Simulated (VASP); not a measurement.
Calculation: optB88-vdW, VASP's PBE PAW potentials (set 64) (plane waves; VASP 6.6.1). For the first row: Settings: 520 eV cut-off, 10×10×10 Γ-centred mesh, first-order Methfessel-Paxton smearing of 0.10 eV, potentials Co Si.

```json
[
 {"system": "CoSi$_{2}$ (fluorite)", "energy (eV/atom)": "-4.6168"},
 {"system": "Co (hcp)", "energy (eV/atom)": "-4.3841"},
 {"system": "Si (diamond)", "energy (eV/atom)": "-4.1722"}
]
```

The references are the elements' solids at the same level; no temperature or zero-point terms are added.

**Question.** What is the formation energy per atom of CoSi₂?

**Answer.** The references average (1×(-4.3841) + 2×(-4.1722))/3 = -4.2428 eV, so the formation energy is -4.6168 − (-4.2428) = -0.374 eV/atom.
